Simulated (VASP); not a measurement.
Output of a VASP run:

File OSZICAR:
```
...
DAV:   8    -0.799529156609E+01    0.58110E-06   -0.58232E-07   616   0.621E-03    0.123E-02
DAV:   9    -0.799529178938E+01   -0.22329E-06   -0.52246E-08   320   0.187E-03    0.455E-03
DAV:  10    -0.799529181270E+01   -0.23324E-07   -0.19857E-09   296   0.417E-04
   3 F= -.26858807E+01 E0= -.26858807E+01  d E =-.853877E+00
       N       E                     dE             d eps       ncg     rms          rms(c)
DAV:   1    -0.793887727786E+01    0.56415E-01   -0.77049E-02   560   0.191E+00    0.566E-01
DAV:   2    -0.793588499307E+01    0.29923E-02   -0.72358E-03   488   0.503E-01    0.201E-01
DAV:   3    -0.793543258602E+01    0.45241E-03   -0.22157E-03   480   0.273E-01    0.138E-01
DAV:   4    -0.793543235774E+01    0.22828E-06   -0.15974E-05   568   0.364E-02    0.124E-01
DAV:   5    -0.793543379393E+01   -0.14362E-05   -0.96812E-06   520   0.273E-02    0.399E-02
DAV:   6    -0.793543203967E+01    0.17543E-05   -0.23269E-07   576   0.459E-03    0.119E-02
DAV:   7    -0.793543195618E+01    0.83488E-07   -0.66707E-09   264   0.860E-04
   4 F= -.26895457E+01 E0= -.26895457E+01  d E =-.857542E+00
       N       E                     dE             d eps       ncg     rms          rms(c)
DAV:   1    -0.790998195974E+01    0.25450E-01   -0.13286E-02   576   0.791E-01    0.235E-01
DAV:   2    -0.790946650913E+01    0.51545E-03   -0.12393E-03   488   0.209E-01    0.835E-02
DAV:   3    -0.790938937822E+01    0.77131E-04   -0.38066E-04   472   0.113E-01    0.570E-02
DAV:   4    -0.790938974167E+01   -0.36344E-06   -0.26762E-06   552   0.150E-02    0.515E-02
DAV:   5    -0.790939251563E+01   -0.27740E-05   -0.16834E-06   496   0.114E-02    0.168E-02
DAV:   6    -0.790939184512E+01    0.67050E-06   -0.40854E-08   288   0.194E-03    0.484E-03
DAV:   7    -0.790939181385E+01    0.31276E-07   -0.26629E-09   240   0.538E-04
   5 F= -.26897101E+01 E0= -.26897101E+01  d E =-.857707E+00
       N       E                     dE             d eps       ncg     rms          rms(c)
DAV:   1    -0.792615979940E+01   -0.16768E-01   -0.52786E-03   592   0.498E-01    0.147E-01
DAV:   2    -0.792595538734E+01    0.20441E-03   -0.49569E-04   472   0.132E-01    0.525E-02
DAV:   3    -0.792592278313E+01    0.32604E-04   -0.15217E-04   488   0.716E-02    0.355E-02
DAV:   4    -0.792592221316E+01    0.56997E-06   -0.10477E-06   536   0.938E-03    0.319E-02
DAV:   5    -0.792591892221E+01    0.32909E-05   -0.65996E-07   520   0.712E-03    0.976E-03
DAV:   6    -0.792591927515E+01   -0.35293E-06   -0.15671E-08   240   0.120E-03    0.280E-03
DAV:   7    -0.792591929427E+01   -0.19126E-07   -0.12612E-09   256   0.355E-04
   6 F= -.26896998E+01 E0= -.26896998E+01  d E =0.103418E-04
       N       E                     dE             d eps       ncg     rms          rms(c)
DAV:   1    -0.791714520648E+01    0.87741E-02   -0.15238E-03   592   0.268E-01    0.796E-02
DAV:   2    -0.791708560308E+01    0.59603E-04   -0.14268E-04   472   0.708E-02    0.283E-02
DAV:   3    -0.791707716402E+01    0.84391E-05   -0.43868E-05   488   0.385E-02    0.193E-02
DAV:   4    -0.791707735712E+01   -0.19310E-06   -0.30108E-07   512   0.504E-03    0.174E-02
DAV:   5    -0.791707863346E+01   -0.12763E-05   -0.19294E-07   496   0.385E-03    0.540E-03
DAV:   6    -0.791707842399E+01    0.20948E-06   -0.45396E-09   240   0.650E-04    0.156E-03
DAV:   7    -0.791707841371E+01    0.10279E-07   -0.35304E-10   256   0.191E-04
   7 F= -.26897453E+01 E0= -.26897453E+01  d E =-.351625E-04
```

### OUTCAR
```
------------------------ aborting loop because EDIFF is reached ----------------------------------------
  FORCE on cell =-STRESS in cart. coord.  units (eV):
  Direction    XX          YY          ZZ          XY          YZ          ZX
  --------------------------------------------------------------------------------------
  Total        5.2288629      5.2288629      5.2288629     -0.0000000     -0.0000000      0.0000000
  in kB      300.0877925    300.0877925    300.0877925     -0.0000000     -0.0000000      0.0000000
  external PRESSURE =       0.0877925 kB  Pullay stress =     300.0000000 kB
  volume of cell :       27.92
      direct lattice vectors                 reciprocal lattice vectors
     0.000000000  2.407759861  2.407759861    -0.207661905  0.207661905  0.207661905
     2.407759861 -0.000000000  2.407759861     0.207661905 -0.207661905  0.207661905
     2.407759861  2.407759861 -0.000000000     0.207661905  0.207661905 -0.207661905
 POSITION                                       TOTAL-FORCE (eV/Angst)
 -----------------------------------------------------------------------------------
      0.00000      0.00000      0.00000        -0.000000     -0.000000     -0.000000
      2.40776      2.40776      2.40776         0.000000      0.000000      0.000000
 -----------------------------------------------------------------------------------
    total drift:                                0.000000      0.000000      0.000000
  FREE ENERGIE OF THE ION-ELECTRON SYSTEM (eV)
  ---------------------------------------------------
  free  energy   TOTEN  =        -7.9170784137 eV

  energy  without entropy=       -7.9170784137  energy(sigma->0) =       -7.91707841
  enthalpy is  TOTEN    =        -2.6897452766 eV   P V=        5.2273331371

 reached required accuracy - stopping structural energy minimisation
```
(Selected blocks of OUTCAR.)

File POSCAR:
```
MgS
1
    0.0000000000     2.6116333952     2.6116333952
    2.6116333952    -0.0000000000     2.6116333952
    2.6116333952     2.6116333952     0.0000000000
Mg S
1 1
Direct
  0.0000000000   0.0000000000   0.0000000000
  0.5000000000   0.5000000000   0.5000000000
```

Q: Write an INCAR and KPOINTS that could have produced this output.

A: This is not unique; one that fits is the input of the run itself, PBE GGA, plane waves, VASP's PBE PAW potentials (set 64).

KPOINTS:
```
Automatic mesh
0
Gamma
8 8 8
0 0 0
```

### INCAR
```
SYSTEM = MgS
PREC = Accurate; ENCUT = 480; LREAL = .False.
LASPH = .True.
EDIFF = 1E-7; NELM = 100; ALGO = Normal
ISMEAR = 0; SIGMA = 0.05
GGA = PE
IBRION = 2; NSW = 40; ISIF = 3
EDIFFG = -0.01; PSTRESS = 300
LWAVE = .False.; LCHARG = .False.
```

POTCAR, in this order: Mg S (PBE.64 set). Program: vasp_std.

Energy and stress use the plane-wave basis of the starting cell.

The compound is MgS in the rock salt structure. This run relaxes it under an external pressure of 30 GPa. Symmetry was kept, so distortions that lower it aren't found.
